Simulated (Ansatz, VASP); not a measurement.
# Ga2GeO3: VASP beside Ansatz

```
Ga Ge O
1.0
     4.73970    0.00000    0.00000
    -2.36985    4.10470    0.00000
     0.00000    0.00000    5.25627
Ga Ge O
2 1 3
Direct
  0.33333 0.66667 0.17120
  0.66667 0.33333 0.82880
  0.00000 0.00000 0.50000
  0.50000 0.00000 0.50000
  0.00000 0.50000 0.50000
  0.50000 0.50000 0.50000
```

Alike in both runs: task single point; functional PBE; k mesh 6 × 6 × 4; occupations gaussian, width 0.1 eV; no spin polarisation.

```csv
,VASP,Ansatz
version,VASP 6.6.1,Ansatz 0.2.0
potentials or method,"VASP PAW PBE potentials, release 64 (Ga_d, Ge_d, O)","scalar-relativistic, plane waves, PAW"
plane-wave cutoff (eV),520,420
valence electrons in the cell,58,58
```

Ansatz gave:

```
gap on the k mesh at the Fermi level (eV)       : none
pressure (GPa)                                  : -2.2
largest component of the traceless stress (GPa) : 4.90
rms of the force components (eV/Å)              : 0.432
```

Question: Which values does VASP return?

Answer: gap on the k mesh at the Fermi level (eV): none; pressure (GPa): -2.0; largest component of the traceless stress (GPa): 4.83; rms of the force components (eV/Å): 0.412.

Atom by atom the forces differ by 0.020 eV/Å (rms over components). A gap of «none» marks a metal or a gap that the smearing closes.

Caveats: forces of over 1 eV/Å show positions far from the minimum, so gaps and moduli don't describe the material at rest.
